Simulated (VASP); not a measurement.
Output of a VASP run:

### OSZICAR
```
       N       E                     dE             d eps       ncg     rms          rms(c)
DAV:   1     0.303620282273E+02    0.30362E+02   -0.27829E+03   936   0.558E+02
DAV:   2    -0.397532741270E+00   -0.30760E+02   -0.30622E+02   928   0.166E+02
DAV:   3    -0.111131365044E+01   -0.71378E+00   -0.71032E+00  1504   0.239E+01
DAV:   4    -0.111797986946E+01   -0.66662E-02   -0.66591E-02  1392   0.189E+00
DAV:   5    -0.111804867760E+01   -0.68808E-04   -0.68808E-04  1616   0.111E-01    0.180E+00
DAV:   6    -0.111697905276E+01    0.10696E-02   -0.26135E-03  1440   0.383E-01    0.115E+00
DAV:   7    -0.111681913675E+01    0.15992E-03   -0.56600E-03  1400   0.542E-01    0.693E-02
DAV:   8    -0.111686589980E+01   -0.46763E-04   -0.30365E-04  1344   0.233E-01    0.284E-02
DAV:   9    -0.111687847557E+01   -0.12576E-04   -0.23829E-05  1464   0.389E-02    0.147E-02
DAV:  10    -0.111687891443E+01   -0.43886E-06   -0.14190E-06  1272   0.113E-02
   1 F= -.11168789E+01 E0= -.11152324E+01  d E =-.329306E-02
```

**OUTCAR**
```
------------------------ aborting loop because EDIFF is reached ----------------------------------------
  FORCE on cell =-STRESS in cart. coord.  units (eV):
  Direction    XX          YY          ZZ          XY          YZ          ZX
  --------------------------------------------------------------------------------------
  Total       -0.2905152     -0.2905152     -0.2905152      0.0000000      0.0000000     -0.0000000
  in kB       -5.5419324     -5.5419324     -5.5419324      0.0000000      0.0000000     -0.0000000
  external PRESSURE =      -5.5419324 kB  Pullay stress =       0.0000000 kB
  volume of cell :       83.99
      direct lattice vectors                 reciprocal lattice vectors
    -2.758795000  2.758795000  2.758795000     0.000000000  0.181238548  0.181238548
     2.758795000 -2.758795000  2.758795000     0.181238548  0.000000000  0.181238548
     2.758795000  2.758795000 -2.758795000     0.181238548  0.181238548  0.000000000
 POSITION                                       TOTAL-FORCE (eV/Angst)
 -----------------------------------------------------------------------------------
      0.00000      0.00000      0.00000         0.000000      0.000000      0.000000
 -----------------------------------------------------------------------------------
    total drift:                                0.000000     -0.000000     -0.000000
  FREE ENERGIE OF THE ION-ELECTRON SYSTEM (eV)
  ---------------------------------------------------
  free  energy   TOTEN  =        -1.1168789144 eV

  energy  without entropy=       -1.1135858567  energy(sigma->0) =       -1.11523239
```
(Selected blocks of OUTCAR.)

**POSCAR**
```
K
1
   -2.7587950000     2.7587950000     2.7587950000
    2.7587950000    -2.7587950000     2.7587950000
    2.7587950000     2.7587950000    -2.7587950000
K
1
Direct
  0.0000000000   0.0000000000   0.0000000000
```

### Question
Write an INCAR and KPOINTS that could have produced this output.

### Answer
One answer among several that fit: the input of the run itself, PBEsol GGA, plane waves, VASP's PBE PAW potentials (set 64).

INCAR:
```
SYSTEM = K
PREC = Accurate
ENCUT = 300
EDIFF = 1E-6
NELM = 100
ALGO = Normal
LREAL = .FALSE.
LASPH = .TRUE.
ISMEAR = 0
SIGMA = 0.1
GGA = PS
LWAVE = .FALSE.
LCHARG = .FALSE.
ISIF = 2
```

File KPOINTS:
```
Automatic mesh
0
Gamma
11 11 11
0 0 0
```

POTCAR, in this order: K_sv (PBE.64 set). Program: vasp_std.

At this cut-off the stress carries a Pulay error, which pulls relaxed volumes low.

The structure comes from a computed database's K entry; how it stands against other phases isn't given here. The cell was not relaxed at this level. The run is one of a series of settings (GGA = PS against the base run), some of them coarse on purpose.
